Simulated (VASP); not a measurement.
A convergence study with VASP on HgS (zinc blende): one setting is varied, all else stays as given below, so the limit is that of these other settings.

```
HgS
1.0
    0.00000     2.92500     2.92500
    2.92500     0.00000     2.92500
    2.92500     2.92500     0.00000
Hg S
1 1
Direct
  0.00000   0.00000   0.00000
  0.25000   0.25000   0.25000
```

Level of theory: PBE GGA, VASP's PBE PAW potentials (set 64) (plane waves; VASP). The tightest run used: 550 eV cut-off, 13×13×13 Monkhorst-Pack mesh, Gaussian smearing of 0.050 eV, potentials Hg S.

**Question.** The settings run are 1×1×1 mesh; 2×2×2 mesh; 3×3×3 mesh; 4×4×4 mesh; 5×5×5 mesh; 6×6×6 mesh; 7×7×7 mesh; 8×8×8 mesh; 9×9×9 mesh; 10×10×10 mesh; 11×11×11 mesh; 12×12×12 mesh; 13×13×13 mesh. From which on does the energy per atom stay within 0.001 eV/atom of the tightest run?

**Answer.** From 8×8×8 mesh on: it is off by 0.0000 there and by no more than 0.001 in any finer run, while 7×7×7 mesh is off by 0.0012.
```tsv
setting	E (eV/atom)	pressure (GPa)	irreducible k-points	difference judged (eV/atom)
1×1×1 mesh	3.0299	57.89	1	5.2805
2×2×2 mesh	-2.2225	4.92	2	0.0280
3×3×3 mesh	-2.1472	5.67	4	0.1034
4×4×4 mesh	-2.2500	4.66	10	0.0006
5×5×5 mesh	-2.2423	4.77	10	0.0083
6×6×6 mesh	-2.2505	4.66	28	0.0000
7×7×7 mesh	-2.2493	4.68	20	0.0012
8×8×8 mesh	-2.2506	4.66	60	0.0000
9×9×9 mesh	-2.2503	4.67	35	0.0003
10×10×10 mesh	-2.2506	4.66	110	0.0000
11×11×11 mesh	-2.2505	4.66	56	0.0001
12×12×12 mesh	-2.2506	4.66	182	0.0000
13×13×13 mesh	-2.2505	4.66	84	0.0000
```

Left out are rungs that failed or repeat a setting and relaxations that didn't move; long series are thinned to 24 rows.

The compound is HgS in the zinc blende structure, metacinnabar; cinnabar is the stable form. The cell was not relaxed at this level.
